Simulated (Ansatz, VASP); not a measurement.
# Cross-check of In3Sn5Te8 (Sn0.62In0.38Te, rock salt) between VASP and Ansatz

Wanted: the spread between two codes on one cell, functional and k mesh. The cell is invented: As first built, before any earlier steps moved the atoms (in the runner's words): 2x2x2 conventional cells of the SnTe type (64 atoms: 12 In, 20 Sn, 32 Te); Sn/In share their sites, the best of 600 random draws by like-pair counts in two shells; start lattice by linear mixing of the end members' cells; atoms moved at random by 0.02 A. It may not be a known or stable phase. The structure shown is the start of the Ansatz relaxation below; VASP solves that cell, so the two are compared at the walk's first step.

Main program and level: Ansatz 0.2.0; plane waves, with VASP 6.6.1 beside it; single point at PBE.

### 1. The starting structure

The cell holds 64 atoms: 12 In, 20 Sn and 32 Te. Its edges and angles: a = 12.496 Å, b = 12.496 Å, c = 12.496 Å, α = 90.0°, β = 90.0°, γ = 90.0°. It derives from SnTe (SnTe type, space group 225), repeated 2×2×2. As first built, before any earlier steps moved the atoms (in the runner's words): 2x2x2 conventional cells of the SnTe type (64 atoms: 12 In, 20 Sn, 32 Te); Sn/In share their sites, the best of 600 random draws by like-pair counts in two shells; start lattice by linear mixing of the end members' cells; atoms moved at random by 0.02 A.

### 2. Ansatz: relaxation, PBE

Ansatz runs on its default PAW (the set named soft_2) files.

The two programs are compared at the cell with which this relaxation starts, whose forces are those of its first step.

File input.yaml:

```yaml
crystal:
  lattice:
    - [12.49571, 0.0, 0.0]
    - [0.0, 12.49571, 0.0]
    - [0.0, 0.0, 12.49571]
  atoms:
    - { symbol: In, position: [0.00033, 0.99734, 0.00117] }
    - { symbol: In, position: [0.24969, 0.99981, 0.74784] }
    - { symbol: In, position: [0.2499, 0.24975, 0.4999] }
    - { symbol: In, position: [0.25151, 0.75225, 0.0002] }
    - { symbol: In, position: [0.99963, 0.75178, 0.74874] }
    - { symbol: In, position: [0.24986, 0.50035, 0.75038] }
    - { symbol: In, position: [0.49887, 0.24958, 0.74975] }
    - { symbol: In, position: [0.74955, 0.24776, 0.5] }
    - { symbol: In, position: [0.74671, 0.49935, 0.25244] }
    - { symbol: In, position: [0.75085, 0.75019, 0.99804] }
    - { symbol: In, position: [0.50421, 0.75103, 0.7481] }
    - { symbol: In, position: [0.74699, 0.50118, 0.74775] }
    - { symbol: Sn, position: [0.99961, 0.25, 0.25124] }
    - { symbol: Sn, position: [0.25048, 0.00173, 0.2486] }
    - { symbol: Sn, position: [0.25125, 0.25135, 0.00017] }
    - { symbol: Sn, position: [0.99989, 0.00416, 0.50009] }
    - { symbol: Sn, position: [0.00179, 0.25053, 0.74834] }
    - { symbol: Sn, position: [0.9974, 0.49919, 0.99979] }
    - { symbol: Sn, position: [0.0026, 0.7487, 0.25029] }
    - { symbol: Sn, position: [0.24742, 0.50183, 0.25358] }
    - { symbol: Sn, position: [0.99798, 0.4958, 0.50031] }
    - { symbol: Sn, position: [0.24966, 0.75032, 0.49987] }
    - { symbol: Sn, position: [0.49962, 0.00085, 0.99977] }
    - { symbol: Sn, position: [0.50242, 0.24781, 0.2522] }
    - { symbol: Sn, position: [0.75039, 0.99941, 0.24677] }
    - { symbol: Sn, position: [0.75197, 0.24831, 0.99967] }
    - { symbol: Sn, position: [0.50012, 2.0e-05, 0.4999] }
    - { symbol: Sn, position: [0.75044, 0.9997, 0.74997] }
    - { symbol: Sn, position: [0.4997, 0.49845, 0.99813] }
    - { symbol: Sn, position: [0.49869, 0.74754, 0.24963] }
    - { symbol: Sn, position: [0.50037, 0.5009, 0.50264] }
    - { symbol: Sn, position: [0.74916, 0.75102, 0.49904] }
    - { symbol: Te, position: [0.2489, 0.99819, 0.00018] }
    - { symbol: Te, position: [0.25079, 0.2489, 0.24859] }
    - { symbol: Te, position: [0.00061, 0.99842, 0.2515] }
    - { symbol: Te, position: [0.99902, 0.25205, 0.00219] }
    - { symbol: Te, position: [0.24867, 0.00305, 0.50005] }
    - { symbol: Te, position: [0.25005, 0.25132, 0.75021] }
    - { symbol: Te, position: [0.00219, 0.00098, 0.75124] }
    - { symbol: Te, position: [4.0e-05, 0.24867, 0.50036] }
    - { symbol: Te, position: [0.24843, 0.49898, 0.00141] }
    - { symbol: Te, position: [0.25256, 0.7515, 0.2513] }
    - { symbol: Te, position: [0.99973, 0.50176, 0.25278] }
    - { symbol: Te, position: [0.00113, 0.74953, 0.0006] }
    - { symbol: Te, position: [0.25298, 0.4998, 0.49672] }
    - { symbol: Te, position: [0.24938, 0.74984, 0.75095] }
    - { symbol: Te, position: [0.00216, 0.50096, 0.75012] }
    - { symbol: Te, position: [0.99771, 0.75373, 0.49417] }
    - { symbol: Te, position: [0.74821, 0.00112, 0.99968] }
    - { symbol: Te, position: [0.74906, 0.24961, 0.25159] }
    - { symbol: Te, position: [0.49991, 0.00218, 0.25073] }
    - { symbol: Te, position: [0.49902, 0.25132, 0.00024] }
    - { symbol: Te, position: [0.7502, 0.99856, 0.49945] }
    - { symbol: Te, position: [0.7474, 0.24717, 0.75177] }
    - { symbol: Te, position: [0.49991, 0.99855, 0.7489] }
    - { symbol: Te, position: [0.50189, 0.2495, 0.5009] }
    - { symbol: Te, position: [0.7513, 0.50301, 0.99827] }
    - { symbol: Te, position: [0.75049, 0.75111, 0.25174] }
    - { symbol: Te, position: [0.50039, 0.49925, 0.25097] }
    - { symbol: Te, position: [0.49909, 0.74942, 0.99905] }
    - { symbol: Te, position: [0.75132, 0.4996, 0.50019] }
    - { symbol: Te, position: [0.74946, 0.75347, 0.75253] }
    - { symbol: Te, position: [0.49889, 0.49947, 0.74846] }
    - { symbol: Te, position: [0.50124, 0.75006, 0.49888] }
kpoints:
  mp_grid: { grid: [2, 2, 2], shift: [0.5, 0.5, 0.5] }
hamiltonian:
  xc: pbe
scf:
  occupations: { method: methfessel_paxton, width: 0.15 }
output:
  forces: true
  stress: true
relax:
  f_tol: 0.02
  max_steps: 45
  cell: { stress_tol: 0.1 }
```

Started as:

```
$ ansatz run input.yaml --threads 4 --pin off --max-ram 15360MiB --backend cpu --events-out ev --progress --plain --runs-dir out
```

Numbers of over 12 decimals in the logs are rounded to 6 here.

The log of the run:

```text
The last accepted step is kept in <dir> (removed where the run ends without a failure and the disk answers)
Engine: ansatz 0.2.0, aarch64-unknown-linux-gnu
Pseudopotentials: kind: paw
Pseudopotential: In, paw, valence charge 13, recommended cutoff 420 eV (normal), In.paw.azcp
Pseudopotential: Sn, paw, valence charge 14, recommended cutoff 420 eV (normal), Sn.paw.azcp
Pseudopotential: Te, paw, valence charge 16, recommended cutoff 420 eV (normal), Te.paw.azcp
Functional definition: PBE
  parameter kappa = 0.804
  parameter beta = 0.066725
  exchange = pbe_x(kappa = kappa, mu = beta*pi^2/3)
  correlation = pbe_c(beta = beta)
Crystal: 64 atoms, lattice volume = 1951.115 Å³
Basis set: ecut = 420 eV, 38161 PW (Γ), exchange–correlation on 180×180×180 points (8 copies of the dense FFT grid, shifted against one another)
Bands: 569, of which v1, the nominal top of the filled ones, is band 474 counted from 1 (473 counted from 0)
Symmetry: 1 space group operations
Space group: P1 (ITA 1), of the structure as read, at distance tolerance 1.2e-4 Å
k-points: 4 of 8 (time reversal used)
Non-local potential: In, projectors of the file, l = 0: 2, l = 1: 2, l = 2: 2, l = 3: 2
Non-local potential: Sn, projectors of the file, l = 0: 2, l = 1: 2, l = 2: 2, l = 3: 2
Non-local potential: Te, projectors of the file, l = 0: 2, l = 1: 2, l = 2: 2, l = 3: 2
PAW form: soft (Blöchl's): semilocal exchange-correlation on the pseudo side does not see the compensation charge
PAW one-centre angular grid: In, 590 points (default); XC on 64 Gauss nodes
PAW one-centre angular grid: Sn, 590 points (default); XC on 64 Gauss nodes
PAW one-centre angular grid: Te, 590 points (default); XC on 64 Gauss nodes
Initial density: superposition of atomic densities (neutral atoms: chi_scale 0, normalization atom), corrected by the library's trained network
Initial wavefunctions: pseudopotential atomic-orbital guess
Functional: x = pbe(κ = 0.804, μ = 0.219515), c = pbe(β = 0.066725)
SCF iter   1: F=—  HF=-411034.739312 eV  |F-HF|=—  |Δ(HF+E_count)|=         —  Δρ=1.59e-3  dr2=3.12e-1  ethr=1.77e-3  ⟨swp⟩=6.2  Hψ=8767  notcnv=0  defer=9
preconditioner: auto → Kerker (q_TF=auto, 2.419 Å⁻¹)  [metal: Δε(μ)=0.049 eV  Ē_g=10.660 eV  σ=0.150 eV  W_gap=0.27  n_scr=460 (ndim 8)  ℏωp=17.4 eV  f_vac=0.010  D(μ)=28.36/eV (n_scr^D=146)]
SCF iter   2: F=—  HF=-411034.675502 eV  |F-HF|=—  |Δ(HF+E_count)|=   6.38e-2  S|Δr|=    0.00e0  Δρ=9.27e-4  dr2=1.55e-1  ethr=3.29e-5  ⟨swp⟩=2.0  Hψ=3300  notcnv=0  defer=9
SCF iter   3: F=—  HF=-411034.662134 eV  |F-HF|=—  |Δ(HF+E_count)|=   1.34e-2  S|Δr|=    0.00e0  Δρ=5.92e-4  dr2=1.82e-2  ethr=1.64e-5  ⟨swp⟩=2.0  Hψ=2439  notcnv=0  defer=9
SCF iter   4: F=—  HF=-411034.658091 eV  |F-HF|=—  |Δ(HF+E_count)|=   4.04e-3  S|Δr|=    0.00e0  Δρ=2.75e-4  dr2=5.07e-3  ethr=1.92e-6  ⟨swp⟩=2.0  Hψ=3184  notcnv=0  defer=9
SCF iter   5: F=—  HF=-411034.657407 eV  |F-HF|=—  |Δ(HF+E_count)|=   6.84e-4  S|Δr|=    0.00e0  Δρ=1.39e-4  dr2=8.31e-4  ethr=5.35e-7  ⟨swp⟩=2.0  Hψ=3302  notcnv=0  defer=9
SCF iter   6: F=—  HF=-411034.657265 eV  |F-HF|=—  |Δ(HF+E_count)|=   1.42e-4  S|Δr|=    0.00e0  Δρ=3.93e-5  dr2=1.11e-4  ethr=8.77e-8  ⟨swp⟩=2.0  Hψ=3302  notcnv=0  defer=9
SCF iter   7: F=—  HF=-411034.657255 eV  |F-HF|=—  |Δ(HF+E_count)|=   1.03e-5  S|Δr|=    0.00e0  Δρ=1.58e-5  dr2=2.28e-5  ethr=1.17e-8  ⟨swp⟩=2.0  Hψ=3303  notcnv=0  defer=9
SCF iter   8: F=—  HF=-411034.657902 eV  |F-HF|=—  |Δ(HF+E_count)|=   6.47e-4  S|Δr|=    0.00e0  Δρ=5.42e-6  dr2=1.94e-6  ethr=2.41e-9  ⟨swp⟩=2.0  Hψ=3575  notcnv=0  defer=9
SCF iter   9: F=—  HF=-411034.657902 eV  |F-HF|=—  |Δ(HF+E_count)|=   1.99e-7  S|Δr|=    0.00e0  Δρ=2.11e-6  dr2=2.94e-7  ethr=2.04e-10  ⟨swp⟩=2.0  Hψ=2805  notcnv=0  defer=9
SCF iter  10: F=-411034.657902 eV  HF=-411034.657902 eV  |F-HF|=3.84e-8  |Δ(HF+E_count)|=   1.37e-8  S|Δr|=    0.00e0  Δρ=8.30e-7  dr2=5.57e-8  ethr=1.05e-11  ⟨swp⟩=4.0  Hψ=7316  notcnv=0
SCF 1 converged in 10 iterations: F = -411034.657902 eV  dr2 = 5.57e-8
  greatest PAW one-centre occupation: 0.998 electrons in one spin orbital (limit 2), on the Te atom at site 39 (counted from 0), in its partial waves of l = 2
relax step   1: F+E_penalty+E_count = -411034.65790182 eV  Δ(F+E_penalty+E_count) = +0.000e0 eV  max|allowed force component| = 3.131e-1 eV/Å  Δτ_max = 0.0000 Å  P = +2.426 GPa  Ω = 1951.115 Å³  (10 SCF iters, dr2 threshold 1.00e-7 eV, accepted)
Crystal: 64 atoms, lattice volume = 2141.791 Å³
Basis set: ecut = 420 eV, 41897 PW (Γ), exchange–correlation on 180×180×180 points (8 copies of the dense FFT grid, shifted against one another)
Initial density: handed on by an earlier stage of this run
Initial wavefunctions: those handed on with the density
iter 1 solved again at ethr=7.57e-5 eV; its pass at ethr=3.10e-3 eV (dr2=7.17e-1 eV) is discarded
[...]
atom  12  In     0.00743995    -0.00265783    -0.00223093
  atom  13  Sn    -0.01114849     0.00473636     0.00393360
  atom  14  Sn    -0.00075319    -0.00735141     0.00386165
  atom  15  Sn    -0.00518465    -0.00923381    -0.01081305
  atom  16  Sn    -0.00099806     0.00420443     0.00531105
  atom  17  Sn    -0.00305794    -0.00104490    -0.00347659
  atom  18  Sn     0.00729394     0.01799882     0.00541908
  atom  19  Sn     0.00445924     0.00213225    -0.01569485
  atom  20  Sn     0.00602611     0.00156047    -0.01067255
  atom  21  Sn     0.01199788     0.00420807    -0.00135639
  atom  22  Sn     0.00619583     0.00344941     0.00649892
  atom  23  Sn    -0.00546832     0.00293561    -0.00046339
  atom  24  Sn     0.00309535     0.00391370    -0.00160216
  atom  25  Sn    -0.00307776     0.00619559     0.00367997
  atom  26  Sn    -0.01081813     0.01474040     0.01030046
  atom  27  Sn    -0.00400189    -0.00638285    -0.00094590
  atom  28  Sn     0.00549041    -0.00806303     0.00665112
  atom  29  Sn     0.00116132     0.00031107    -0.00420718
  atom  30  Sn    -0.00217823     0.01247381    -0.00426581
  atom  31  Sn     0.00774603    -0.00200322    -0.00137085
  atom  32  Sn    -0.00700558    -0.01125497     0.01337471
  atom  33  Te     0.00453334     0.00713290    -0.00545541
  atom  34  Te     0.00575534     0.00216796     0.00724634
  atom  35  Te     0.00263685    -0.00376561    -0.00054344
[...]
atom  57  Te    -0.00318503    -0.00903130    -0.00241867
  atom  58  Te    -0.00292253    -0.00189531    -0.01288484
  atom  59  Te    -0.00934596    -0.01007711     0.00464538
  atom  60  Te     0.00609476    -0.00007029     0.00071882
  atom  61  Te    -0.01272832     0.00302649     0.00541726
  atom  62  Te     0.00220820     0.00541805    -0.00443398
  atom  63  Te    -0.00381037     0.00390891     0.00084503
  atom  64  Te     0.00324322     0.00371210     0.00097184
  max |Σ_I F_I| component: 5.59e-7 eV/Å
--- Stress (GPa, compression-positive) ---
       -0.016703       0.001929       0.001744
        0.001929      -0.013065       0.000359
        0.001744       0.000359      -0.009187
  P = ⅓ Tr σ = -0.0130 GPa (-0.130 kbar)
--- Relaxed structure (4 steps of the walk, 4 accepted, 1 SCFs on fresh bases) ---
  F+E_penalty+E_count = -411035.58715667 eV   max|allowed force component| = 1.800e-2 eV/Å   (the final SCF, on the basis selected at the relaxed cell)
  cell:  # Å, volume = 2057.2892 Å³
    - [12.694025, -0.00389879, 0.0030371]
    - [-0.00389879, 12.726766, -0.00253098]
    - [0.0030371, -0.00253098, 12.734386]
  atoms:
    - { symbol: In, position: [0.00088187, 0.997387, -0.00162813] }
    - { symbol: In, position: [0.249186, 0.999751, 0.749824] }
    - { symbol: In, position: [0.251355, 0.249528, 0.502486] }
    - { symbol: In, position: [0.248814, 0.752138, -0.00194045] }
    - { symbol: In, position: [1.000332, 0.751265, 0.750927] }
    - { symbol: In, position: [0.249535, 0.500101, 0.750459] }
    - { symbol: In, position: [0.500720, 0.250324, 0.749364] }
    - { symbol: In, position: [0.748547, 0.251656, 0.500532] }
    - { symbol: In, position: [0.749510, 0.499927, 0.250215] }
    - { symbol: In, position: [0.752101, 0.749734, 0.998908] }
    - { symbol: In, position: [0.500233, 0.750527, 0.750586] }
    - { symbol: In, position: [0.749396, 0.499588, 0.750751] }
    - { symbol: Sn, position: [0.999398, 0.249360, 0.250299] }
    - { symbol: Sn, position: [0.248859, 0.000649511, 0.248253] }
    - { symbol: Sn, position: [0.250214, 0.248767, -0.00187816] }
    - { symbol: Sn, position: [1.000765, 0.000476039, 0.501523] }
    - { symbol: Sn, position: [0.000537041, 0.249426, 0.749596] }
    - { symbol: Sn, position: [0.999791, 0.501446, 0.999457] }
    - { symbol: Sn, position: [-0.000577133, 0.750259, 0.247217] }
    - { symbol: Sn, position: [0.249187, 0.500146, 0.250338] }
    - { symbol: Sn, position: [0.999380, 0.499655, 0.500841] }
    - { symbol: Sn, position: [0.249690, 0.750547, 0.502389] }
    - { symbol: Sn, position: [0.499243, -0.0018631, 0.998509] }
    - { symbol: Sn, position: [0.500583, 0.250301, 0.251619] }
    - { symbol: Sn, position: [0.751005, 1.000007, 0.248939] }
    - { symbol: Sn, position: [0.750746, 0.250278, 0.999447] }
    - { symbol: Sn, position: [0.499192, 0.00163213, 0.501533] }
    - { symbol: Sn, position: [0.750485, 0.999848, 0.750544] }
    - { symbol: Sn, position: [0.499598, 0.500707, 0.999640] }
    - { symbol: Sn, position: [0.500541, 0.749176, 0.247616] }
    - { symbol: Sn, position: [0.499400, 0.499594, 0.501190] }
    - { symbol: Sn, position: [0.750260, 0.748563, 0.499877] }
    - { symbol: Te, position: [0.249762, 0.999793, 4.2941033382692086e-5] }
    - { symbol: Te, position: [0.250293, 0.250576, 0.251994] }
    - { symbol: Te, position: [6.259918094280653e-5, 0.999970, 0.249597] }
    - { symbol: Te, position: [1.000063, 0.248240, 0.000931772] }
    - { symbol: Te, position: [0.249465, 0.00115415, 0.499222] }
    - { symbol: Te, position: [0.250346, 0.252454, 0.750000] }
    - { symbol: Te, position: [-7.404707115140557e-5, 0.000493055, 0.749431] }
    - { symbol: Te, position: [0.000802372, 0.250092, 0.500996] }
    - { symbol: Te, position: [0.249819, 0.500152, 0.000566616] }
    - { symbol: Te, position: [0.250704, 0.749466, 0.249135] }
    - { symbol: Te, position: [1.000006, 0.500185, 0.250299] }
    - { symbol: Te, position: [0.000638367, 0.749760, -0.000468043] }
    - { symbol: Te, position: [0.249979, 0.499603, 0.499847] }
    - { symbol: Te, position: [0.251747, 0.748938, 0.749569] }
    - { symbol: Te, position: [0.000350789, 0.500096, 0.750684] }
    - { symbol: Te, position: [1.000091, 0.751540, 0.498730] }
    - { symbol: Te, position: [0.750612, -0.000609254, 1.000431] }
    - { symbol: Te, position: [0.749602, 0.251003, 0.250927] }
    - { symbol: Te, position: [0.500190, 0.000614984, 0.249967] }
    - { symbol: Te, position: [0.499400, 0.249332, 0.000614961] }
    - { symbol: Te, position: [0.750609, 1.001970, 0.499592] }
    - { symbol: Te, position: [0.749969, 0.250559, 0.749844] }
    - { symbol: Te, position: [0.499971, 0.997908, 0.750356] }
    - { symbol: Te, position: [0.499676, 0.250377, 0.500413] }
    - { symbol: Te, position: [0.750637, 0.500166, 1.000524] }
    - { symbol: Te, position: [0.750067, 0.749223, 0.250029] }
    - { symbol: Te, position: [0.500164, 0.500798, 0.250157] }
    - { symbol: Te, position: [0.500033, 0.750929, 0.998920] }
    - { symbol: Te, position: [0.750727, 0.500584, 0.499761] }
    - { symbol: Te, position: [0.747226, 0.749536, 0.750176] }
    - { symbol: Te, position: [0.499647, 0.501962, 0.750225] }
    - { symbol: Te, position: [0.499697, 0.751302, 0.500083] }
```

(Continued in part 2 of 2.)

[Lines on the potential files, build, host, timing and source positions are cut from VASP's logs without a mark.]

[Logs are printed without paths, hosts, clocks, repeated set-up lines and the standing remarks that a program may print on its own settings, such as how far it seeks lower states.]

[Hosts, paths, dates, database ids (printed as entryN), source tags and the programs' standing remarks are cut or masked in the printed files.]
